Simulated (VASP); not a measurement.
```xyz
5
Lattice="4.0446 0.0000 0.0000 0.0000 4.0446 0.0000 0.0000 0.0000 4.0446" Properties=species:S:1:pos:R:3 pbc="T T T"
K      0.0000     0.0000     0.0000
Mg     2.0223     2.0223     2.0223
F      2.0223     0.0000     2.0223
F      0.0000     2.0223     2.0223
F      2.0223     2.0223     0.0000
```

Level of theory: PW91 GGA, VASP's PBE PAW potentials (set 64) (plane waves; VASP 6.6.1). Numerical set-up: 520 eV cut-off, 6×6×6 Γ-centred mesh, Gaussian smearing of 0.050 eV, potentials K_sv Mg F.

### Question
Give the energy at these volumes per atom, relative to the lowest: 12.37, 12.76, 13.16, 13.55, 13.95 Å³.

### Answer
13.3, 3.7, 0.0, 1.5, 7.3 meV/atom. A third-order Birch-Murnaghan fit gives B0 = 67.2 GPa and B0′ = 4.4.

The compound is KMgF3 in the cubic perovskite structure. It was relaxed first.
